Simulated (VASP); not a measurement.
Data:

```
BaS
1.0
    0.00000     3.19781     3.19781
    3.19781     0.00000     3.19781
    3.19781     3.19781     0.00000
Ba S
1 1
Cartesian
  3.19781   3.19781   6.39562
  3.19781   3.19781   3.19781
```

Computed with AM05 GGA, VASP's PBE PAW potentials (set 64) (plane waves; VASP 6.6.1). Settings: 520 eV cut-off, Gaussian smearing of 0.050 eV, potentials Ba_sv S.

Unless said otherwise, spin-orbit coupling is left out, though it shifts the bands of the heavy elements here.

### Question
Give the energies of bands 6 to 11 at the high-symmetry points, in eV from the valence-band maximum.

### Answer

```
band     Γ      X      U      L      W
----  ----  -----  -----  -----  -----
6     0.00  -0.53  -0.95  -1.95  -1.12
7     0.00  -0.14  -0.61  -1.09  -0.50
8     0.00  -0.14  -0.55  -1.09  -0.50
9     3.54   2.08   3.27   5.52   4.26
10    3.84   5.89   5.93   5.65   4.26
11    3.84   5.97   6.55   6.28   6.25
```

The gap is indirect, 2.09 eV, from the valence maximum at Γ to the conduction minimum at X.

The compound is BaS in the rock salt structure. It was relaxed first.
